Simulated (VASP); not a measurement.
# AlSi2Cl (P-6m2) in VASP: reference runs

How does AlSi2Cl come out in PBE? The cell is run as given.

All numbers are computed with VASP 6.6.1; they aren't measurements. Logs are shortened: lines on timing, memory, paths and dates and some standing lists are left out, and cuts for length are marked.

### Step 1. The crystal as given

The structure is hexagonal, space group P-6m2 (No. 187). The conventional cell has a = 3.803 Å, b = 3.803 Å, c = 4.990 Å, α = 90.00°, β = 90.00°, γ = 120.00°. Around Al (site symmetry -6m2) lie 6 Si at 2.52 Å. Around Si (site symmetry 3m) lie 2 Si at 2.46 to 2.53 Å and 3 Al at 2.52 Å and 3 Cl at 2.53 Å. Cl (site symmetry -6m2) is surrounded by 6 Si at 2.53 Å.

The cell was built by a generator and needn't be a form met in nature.

### Step 2. Single point, PBE

The input, INCAR:

```
SYSTEM = AlSi2Cl
  ALGO = Normal
  EDIFF = 1E-7
  ENCUT = 520
  GGA = PE
  ISIF = 2
  ISMEAR = -1
  LASPH = .TRUE.
  LCHARG = .FALSE.
  LREAL = .FALSE.
  LWAVE = .FALSE.
  NBANDS = 17
  NELM = 80
  PREC = Accurate
  SIGMA = 0.05
```

The input, KPOINTS:

```
k-points
0
G
  8 8 6
  0 0 0
```

The input, POSCAR:

```
AlSi2Cl
1.0
    3.8028207600      0.0000000000      0.0000000000
   -1.9014103800      3.2933393800      0.0000000000
    0.0000000000      0.0000000000      4.9898621600
Al Si Cl
1 2 1
Direct
    0.6666666700      0.3333333300      0.5000000000
    0.0000000000      0.0000000000      0.7468175900
    0.0000000000      0.0000000000      0.2531824100
    0.3333333300      0.6666666700      0.0000000000
```

Potentials or basis: VASP PAW PBE potentials, release 64 (Al, Si, Cl).

Command:

```console
> cat potpaw_PBE.64/Al/POTCAR potpaw_PBE.64/Si/POTCAR potpaw_PBE.64/Cl/POTCAR > POTCAR
> mpirun -np 1 vasp_std > vasp.out
```

OUTCAR:

```text
SYSTEM = AlSi2Cl
   EDIFF = 1E-7
   ENCUT = 520
   GGA = PE
   ISIF = 2
   ISMEAR = -1
   LASPH = .TRUE.
   LREAL = .FALSE.
   NELM = 80
   PREC = Accurate

 ion  position               nearest neighbor table
   1  0.667  0.333  0.500-   2 2.52   3 2.52   2 2.52   3 2.52   2 2.52   3 2.52
   2  0.000  0.000  0.747-   3 2.46   1 2.52   1 2.52   1 2.52   3 2.53   4 2.53   4 2.53   4 2.53

   3  0.000  0.000  0.253-   2 2.46   1 2.52   1 2.52   1 2.52   2 2.53   4 2.53   4 2.53   4 2.53

   4  0.333  0.667  0.000-   2 2.53   3 2.53   2 2.53   3 2.53   2 2.53   3 2.53

  LATTYP: Found a hexagonal cell.
 ALAT       =     3.8028207600
 C/A-ratio  =     1.3121476070

  Lattice vectors:

 A1 = (   3.8028207600,   0.0000000000,   0.0000000000)
 A2 = (  -1.9014103800,   3.2933393800,   0.0000000000)
 A3 = (   0.0000000000,   0.0000000000,   4.9898621600)

Analysis of symmetry for initial positions (statically):
=====================================================================
 Subroutine PRICEL returns:
 Original cell was already a primitive cell.

 Routine SETGRP: Setting up the symmetry group for a
 hexagonal supercell.

 Subroutine GETGRP returns: Found 12 space group operations
 (whereof 12 operations were pure point group operations)
 out of a pool of 24 trial point group operations.

The static configuration has the point symmetry D_3h.

Analysis of symmetry for dynamics (positions and initial velocities):
=====================================================================
 Subroutine PRICEL returns:
 Original cell was already a primitive cell.

 Routine SETGRP: Setting up the symmetry group for a
 hexagonal supercell.

 Subroutine GETGRP returns: Found 12 space group operations
 (whereof 12 operations were pure point group operations)
 out of a pool of 24 trial point group operations.

The dynamic configuration has the point symmetry D_3h.

 Subroutine INISYM returns: Found 12 space group operations
 (whereof 12 operations are pure point group operations),
 and found     1 'primitive' translations

----------------------------------------------------------------------------------------

                                     Primitive cell

  volume of cell :      62.4929

  direct lattice vectors                    reciprocal lattice vectors
     3.802820760  0.000000000  0.000000000     0.262962696  0.151821584  0.000000000
[... 84 lines left out ...]
   ISPIN  =      1    spin polarized calculation?
   LNONCOLLINEAR =      F non collinear calculations
   LSORBIT =      F    spin-orbit coupling
   LASPH  =      T    aspherical Exc in radial PAW
   ENCUT  =  520.0 eV  38.22 Ry    6.18 a.u.   7.07  7.07  9.28*2*pi/ulx,y,z
   NELM   =     80;   NELMIN=  2; NELMDL= -5     # of ELM steps
   EDIFF  = 0.1E-06   stopping-criterion for ELM
   LREAL  =      F    real-space projection
   EDIFFG = 0.1E-05   stopping-criterion for IOM
   NSW    =      0    number of steps for IOM
   IBRION =     -1    ionic relax: 0-MD 1-quasi-New 2-CG
   NFREE  =      0    steps in history (QN), initial steepest desc. (CG)
   ISIF   =      2    stress and relaxation
   ISYM   =      2    0-nonsym 1-usesym 2-fastsym
   POTIM  = 0.5000    time-step for ionic-motion
   TEBEG  =    0.0;   TEEND  =   0.0 temperature during run
   PSTRESS=    0.0 pullay stress
   NELECT =      18.0000    total number of electrons
   NUPDOWN=      -1.0000    fix difference up-down
   EMIN   =  10.00;   EMAX   =-10.00  energy-range for DOS
   EFERMI =   0.00;   METHOD = LEGACY
   ISMEAR =    -1;   SIGMA  =   0.05  broadening in eV -4-tet -1-fermi 0-gaus
   EFERMI_NEDOS =   21; number of points for ismear=-14 and -15
   IALGO  =     38    algorithm
   IMIX   =      4    mixing-type and parameters
     AMIX     =   0.40;   BMIX     =  1.00
     AMIX_MAG =   1.60;   BMIX_MAG =  1.00
  volume/ion in A,a.u.               =      15.62       105.43
  Fermi-wavevector in a.u.,A,eV,Ry     =   1.081157  2.043090 15.903852  1.168900
  Thomas-Fermi vector in A             =   2.217166
   LORBIT       =      0    0 simple, 1 ext, 2 COOP (PROOUT), +10 PAW based schemes
   GGA     = PE    functional components
   LHFCALC =     F    Hartree Fock is set to
   AEXX    =    0.0000 exact exchange contribution
   IVDW    =     0    specifies the selected vdW correction
   LEPSILON=     F    determine dielectric tensor
   LRPA    =     F    only Hartree local field effects (RPA)
 non-spin polarized calculation
  energy-cutoff  :      520.00
  volume of cell :       62.49
 maximum number of plane-waves:      1698
   NGX = 15   NGY = 15   NGZ = 19

 number of electron      18.0000000 magnetization

 Free energy of the ion-electron system (eV)
  ---------------------------------------------------
  ext. energy  EPLUGINS =         0.00000000
  ---------------------------------------------------
  free energy    TOTEN  =       -13.91910217 eV

  energy without entropy =      -13.91104044  energy(sigma->0) =      -13.91507130

 E-fermi :   8.2843     XC(G=0): -10.6213

 val. band max:        8.1986750735   @ k =   0.2500   0.2500   0.3333
 cond. band min:       8.3154988244   @ k =   0.3750   0.2500   0.0000
 fundamental gap:      0.1168237509
 Fermi energy:         8.2842818779

 k-point     1 :       0.0000    0.0000    0.0000
  band No.  band energies     occupation
      1      -9.7950      2.00000
      2      -1.8676      2.00000
      3      -0.2066      2.00000
      4       2.6652      2.00000
      5       2.6652      2.00000
      6       4.5900      2.00000
[... 457 lines left out ...]
      4       1.9555      2.00000
      5       1.9846      2.00000
      6       4.0051      2.00000
[... 9 lines left out ...]
     16      16.2745      0.00000
     17      16.8994      0.00000

 [... further k-points ...]
[... 5 lines left out ...]
  --------------------------------------------------------------------------------------
  -------------------------------------------------------------------------------------
  Total        9.4564126      9.4564126      6.0030557      0.0000000      0.0000000      0.0000000
  in kB      242.4410214    242.4410208    153.9047628      0.0000000      0.0000000      0.0000000
  external PRESSURE =     212.9289350 kB  Pullay stress =       0.0000000 kB

 VOLUME and BASIS-vectors are now :
 -----------------------------------------------------------------------------
  energy-cutoff  :      520.00
  volume of cell :       62.49
      direct lattice vectors                 reciprocal lattice vectors
     3.802820760  0.000000000  0.000000000     0.262962696  0.151821584  0.000000000
    -1.901410380  3.293339380  0.000000000     0.000000000  0.303643167  0.000000000
     0.000000000  0.000000000  4.989862160     0.000000000  0.000000000  0.200406337

 POSITION                                       TOTAL-FORCE (eV/Angst)
 -----------------------------------------------------------------------------------
      1.90141      1.09778      2.49493         0.000000     -0.000000      0.000000
      0.00000      0.00000      3.72652         0.000000     -0.000000     -0.875116
      0.00000      0.00000      1.26335         0.000000     -0.000000      0.875116
     -0.00000      2.19556      0.00000        -0.000000      0.000000      0.000000
 -----------------------------------------------------------------------------------
    total drift:                                0.000019     -0.000011     -0.000000

  FREE ENERGIE OF THE ION-ELECTRON SYSTEM (eV)
  ---------------------------------------------------
  free  energy   TOTEN  =       -13.9191021728 eV

  energy  without entropy=      -13.9110404359  energy(sigma->0) =      -13.91507130
```

stdout:

```text
POSCAR found type information on POSCAR AlSiCl
 POSCAR found :  3 types and       4 ions
 scaLAPACK will be used
 LDA part: xc-table for (Slater+PW92), standard interpolation
 POSCAR, INCAR and KPOINTS ok, starting setup
 FFT: planning ... GRIDC
 FFT: planning ... GRID_SOFT
 FFT: planning ... GRID
 WAVECAR not read
 entering main loop
```

Wall time 36 s (1 thread of Intel Xeon Platinum 8259CL at 2.50GHz (Skylake/Cascade Lake), shared host); peak memory 0.19 GiB.

Results:

```
Free energy            : -13.9191 eV
Pressure               : 21.3 GPa
Largest force          : 0.875 eV/Å
Band gap on the k mesh : none (metal or under the smearing width)
```

Forces in eV/Å, atoms in the order of the input:
```
Al   0.000  0.000  0.000
Si   0.000  0.000 -0.875
Si   0.000  0.000  0.875
Cl   0.000  0.000  0.000
```

Caveat: so large a pressure means that the cell lies far from this level's equilibrium, or that cutoff or potentials fall short.
